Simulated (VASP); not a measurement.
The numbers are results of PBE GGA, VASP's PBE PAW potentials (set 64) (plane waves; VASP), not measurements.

The input files of a VASP run:

File POSCAR:
```
CoAl
1.0
  2.9172000000   0.0000000000   0.0000000000
  0.0000000000   2.9172000000   0.0000000000
  0.0000000000   0.0000000000   2.9172000000
Al Co
1 1
Cartesian
  1.4586000000   1.4586000000   1.4586000000
  0.0000000000   0.0000000000   0.0000000000
```

File KPOINTS:
```
kpoints
0
gamma
 11 11 11
0 0 0
```

### INCAR
```
ALGO = Normal
EDIFF = 1E-6
ENCUT = 400
GGA = PE
ISIF = 2
ISMEAR = 1
LASPH = T
LCHARG = F
LMAXMIX = 4
LREAL = F
LWAVE = F
NELM = 100
PREC = Accurate
SIGMA = 0.1
SYSTEM = CoAl
```

POTCAR, in this order: Al Co (PBE.64 set). Program: vasp_std.

The resulting files:

**OSZICAR**
```
       N       E                     dE             d eps       ncg     rms          rms(c)
DAV:   1     0.293413702800E+02    0.29341E+02   -0.45113E+03  1144   0.993E+02
DAV:   2    -0.125575129290E+02   -0.41899E+02   -0.39320E+02  1120   0.171E+02
DAV:   3    -0.135413542389E+02   -0.98384E+00   -0.97457E+00  1338   0.342E+01
DAV:   4    -0.135588202315E+02   -0.17466E-01   -0.17459E-01  1360   0.417E+00
DAV:   5    -0.135593464793E+02   -0.52625E-03   -0.52624E-03  1330   0.721E-01    0.121E+01
DAV:   6    -0.170036536668E+02   -0.34443E+01   -0.79582E+01  1286   0.128E+02    0.193E+01
DAV:   7    -0.119401774510E+02    0.50635E+01   -0.35562E+01  1238   0.823E+01    0.174E+00
DAV:   8    -0.119417079859E+02   -0.15305E-02   -0.25069E-01  1162   0.416E+00    0.118E+00
DAV:   9    -0.119291026691E+02    0.12605E-01   -0.41920E-02  1336   0.286E+00    0.323E-01
DAV:  10    -0.119285727572E+02    0.52991E-03   -0.17451E-03  1340   0.536E-01    0.122E-01
DAV:  11    -0.119285648524E+02    0.79048E-05   -0.55562E-05  1590   0.833E-02    0.318E-02
DAV:  12    -0.119285594135E+02    0.54389E-05   -0.26251E-05  1342   0.715E-02    0.435E-03
DAV:  13    -0.119285592328E+02    0.18078E-06   -0.36138E-07   590   0.533E-03
   1 F= -.11928559E+02 E0= -.11928480E+02  d E =-.236984E-03
```

File OUTCAR:
```
------------------------ aborting loop because EDIFF is reached ----------------------------------------
  FORCE on cell =-STRESS in cart. coord.  units (eV):
  Direction    XX          YY          ZZ          XY          YZ          ZX
  --------------------------------------------------------------------------------------
  Total       -1.6758309     -1.6758309     -1.6758309     -0.0000000     -0.0000000      0.0000000
  in kB     -108.1538917   -108.1538917   -108.1538917     -0.0000000     -0.0000000      0.0000000
  external PRESSURE =    -108.1538917 kB  Pullay stress =       0.0000000 kB
  volume of cell :       24.83
      direct lattice vectors                 reciprocal lattice vectors
     2.917200000  0.000000000  0.000000000     0.342794460  0.000000000  0.000000000
     0.000000000  2.917200000  0.000000000     0.000000000  0.342794460  0.000000000
     0.000000000  0.000000000  2.917200000     0.000000000  0.000000000  0.342794460
 POSITION                                       TOTAL-FORCE (eV/Angst)
 -----------------------------------------------------------------------------------
      1.45860      1.45860      1.45860         0.000000      0.000000      0.000000
      0.00000      0.00000      0.00000         0.000000      0.000000      0.000000
 -----------------------------------------------------------------------------------
    total drift:                               -0.000000      0.000000     -0.000000
  FREE ENERGIE OF THE ION-ELECTRON SYSTEM (eV)
  ---------------------------------------------------
  free  energy   TOTEN  =       -11.9285592328 eV

  energy  without entropy=      -11.9283222488  energy(sigma->0) =      -11.92848024
```
(Selected blocks of OUTCAR.)

File OUTCAR:
```
 val. band max:        9.6746953448   @ k =   0.4545   0.3636   0.0000

 cond. band min:       9.7130206390   @ k =   0.4545   0.4545   0.2727


 Fermi energy:         9.7029099744

 k-point     1 :       0.0000    0.0000    0.0000
  band No.  band energies     occupation
      1      -0.9420      2.00000
      2       7.0064      2.00000
      3       7.0064      2.00000
      4       8.9018      2.00000
      5       8.9018      2.00000
      6       8.9018      2.00000
      7      15.2899      0.00000
      8      15.2899      0.00000
      9      15.2899      0.00000
     10      18.1208      0.00000

 k-point     2 :       0.0909    0.0000    0.0000
  band No.  band energies     occupation
      1      -0.7931      2.00000
      2       6.9861      2.00000
      3       7.0453      2.00000
      4       8.8260      2.00000
      5       8.8260      2.00000
      6       8.9096      2.00000
      7      14.0220      0.00000
      8      15.4968      0.00000
      9      15.4968      0.00000
     10      18.1119      0.00000

 k-point     3 :       0.1818    0.0000    0.0000
  band No.  band energies     occupation
      1      -0.3501      2.00000
      2       6.8489      2.00000
      3       7.1519      2.00000
      4       8.6361      2.00000
      5       8.6361      2.00000
      6       8.9307      2.00000
      7      12.1606      0.00000
      8      16.0826      0.00000
      9      16.0826      0.00000
     10      18.0859      0.00000

 k-point     4 :       0.2727    0.0000    0.0000
  band No.  band energies     occupation
      1       0.3752      2.00000
      2       6.3545      2.00000
      3       7.2969      2.00000
      4       8.4112      2.00000
      5       8.4112      2.00000
      6       8.9584      2.00000
      7      10.7404     -0.00000
      8      16.9739      0.00000
      9      16.9739      0.00000
     10      18.0462      0.00000

 k-point     5 :       0.3636    0.0000    0.0000
...
```

The compound is CoAl in the CsCl type structure. The cell was not relaxed at this level. The run is not spin-polarised, so no magnetic state was tried.
